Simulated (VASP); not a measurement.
Set up this calculation in VASP 6.6.1, as the native input.

```
Task                   : relaxation of cell and atoms
Functional             : PBE
Potentials or basis    : VASP PAW PBE potentials, release 64 (Ca_sv, Zr_sv, N)
Cutoff                 : 520 eV
k mesh                 : 3 × 3 × 2
Occupations            : gaussian, width 0.15 eV
Spin                   : no spin polarisation
Further INCAR settings : PREC = Normal; LREAL = Auto; ALGO = Fast; EDIFF = 0.0001; IBRION = 2; EDIFFG = -0.08; NSW = 24; ISIF = 3
```

The structure of CaZr2N2 lies in POSCAR:

```
CaZr2N2
1.0
    5.1092384300      0.0000000000      0.0000000000
   -2.5546192200      4.4247302800      0.0000000000
    0.0000000000      0.0000000000      7.8413163700
Ca Zr N
2 4 4
Direct
    0.0000000000      0.0000000000      0.7834094200
    0.0000000000      0.0000000000      0.2165905800
    0.5000000000      0.0000000000      0.0000000000
    0.0000000000      0.5000000000      0.0000000000
    0.5000000000      0.5000000000      0.0000000000
    0.0000000000      0.0000000000      0.5000000000
    0.5000000000      0.0000000000      0.5000000000
    0.0000000000      0.5000000000      0.5000000000
    0.5000000000      0.5000000000      0.5000000000
    0.0000000000      0.0000000000      0.0000000000
```

The cell was built by a generator and needn't be a form met in nature.

The input as run:

INCAR

```
PREC = Normal ; ENCUT = 520
EDIFF = 1E-4 ; ISMEAR = 0
SIGMA = 0.15 ; LREAL = Auto
LASPH = T ; NELM = 60
ALGO = Fast ; ISIF = 3
LWAVE = F ; LCHARG = F
GGA = PE ; IBRION = 2
NSW = 24 ; EDIFFG = -0.08
KPAR = 2
```

KPOINTS

```
Automatic mesh
0
Gamma
  3 3 2
```

Potentials or basis: VASP PAW PBE potentials, release 64 (Ca_sv, Zr_sv, N).

Run with:

```console
$ cat potpaw_PBE.64/Ca_sv/POTCAR potpaw_PBE.64/Zr_sv/POTCAR potpaw_PBE.64/N/POTCAR > POTCAR
$ mpirun -np 2 vasp_std > vasp.out
```

It gave:

| Item | Value |
| --- | --- |
| Relaxed volume | 22.20 Å³/atom |
| Relaxed cell | a = 4.874 Å, b = 4.874 Å, c = 10.794 Å, α = 90.00°, β = 90.00°, γ = 120.00° |
| Space group after relaxing (to 0.05 Å) | P6/mmm (No. 191) |
| Energy gained by relaxing | 985.1 meV/atom |
| Ionic steps | 11 |
| Pressure after relaxing | 0.5 GPa |
| Largest force after relaxing | 0.010 eV/Å |
| Band gap on the k mesh | none (metal or under the smearing width) |

Caveat: the k mesh is coarse (spacing up to 0.47 Å⁻¹), so the values aren't converged; the volume moved by over 15 % at a fixed basis, so the end points are rough; the relaxation stopped at a loose force limit of 0.08 eV/Å, so its end isn't a converged minimum.

It took 2.8 min on 2 MPI ranks on Intel(R) Xeon(R) 6975P-C (Granite Rapids), on a shared host, peak memory 0.22 GiB a rank.
